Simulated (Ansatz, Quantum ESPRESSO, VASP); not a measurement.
# Code comparison for LaPb3 (P1, 4 atoms in the cell)

Self-consistent single point, at a second geometry (atoms moved at random). First geometry:

```
CELL_PARAMETERS angstrom
      4.92952     0.00000     0.00000
      0.00000     4.92952     0.00000
      0.00000     0.00000     4.92952
ATOMIC_POSITIONS crystal
  La 0.00000 0.00000 0.00000
  Pb 0.00000 0.50000 0.50000
  Pb 0.50000 0.00000 0.50000
  Pb 0.50000 0.50000 0.00000
```

Second geometry:
```yaml
crystal:
  lattice:
    - [4.92952, 0.00000, 0.00000]
    - [0.00000, 4.92952, 0.00000]
    - [0.00000, 0.00000, 4.92952]
  atoms:
    - { symbol: La, position: [0.99336, 0.00021, 0.00574] }
    - { symbol: Pb, position: [0.99480, 0.49186, 0.49478] }
    - { symbol: Pb, position: [0.49921, 0.00854, 0.49609] }
    - { symbol: Pb, position: [0.51263, 0.49940, 0.00339] }
```

Shared settings, as Ansatz (an electronic-structure program) writes them: kpoints.mp_grid.grid = 7 7 7; scf.occupations.method = gaussian; scf.occupations.width = 0.136 eV. Potentials and cutoffs stand in the table.

| code | model | ΔF from the first geometry (meV/atom) | pressure (GPa) | largest force (eV/Å) | cutoff |
|---|---|---|---|---|---|
| Ansatz | LDA (PW92), PAW files made with PBE | 7.0 | -3.06 | 0.380 | default |
| Quantum ESPRESSO | LDA (PZ), GBRV 1.5 ultrasoft (LDA) pseudopotentials | 7.0 | -3.13 | 0.383 | 40 Ry |
| VASP | LDA (PZ), VASP's LDA PAW potentials (set 64) | 7.1 | -3.52 | 0.382 | 300 eV |

Size of the force on each atom (eV/Å): Sizes of forces hide their directions.

```
code                La1    Pb2    Pb3    Pb4
----------------  -----  -----  -----  -----
Ansatz            0.380  0.256  0.199  0.308
Quantum ESPRESSO  0.383  0.256  0.199  0.309
VASP              0.382  0.259  0.202  0.311
```

On Ansatz's run: spin-orbit coupling is off.

The spread over the programs that give each value: ΔF from the first geometry within 0.1 meV/atom; pressure within 0.46 GPa; largest force within 0.003 eV/Å.

Ansatz's pressure is given at a fixed set of plane waves, as the other plane-wave codes print theirs. The same LDA comes in different parametrisations, which differ slightly.

VASP's run is marked for a possible Pulay error in its stress at this cutoff; no cutoff test was made.

The starting cell comes from a database of computed structures (which also holds hypothetical and non-ambient phases and stackings), without a prior relaxation at this level. Its lattice was rescaled by a random factor within 2.5 % of one. For this run, on top of that: atoms moved at random.

Left out of this page: CP2K (not drawn, or without a comparable value).

Keys are those of Ansatz 0.2.
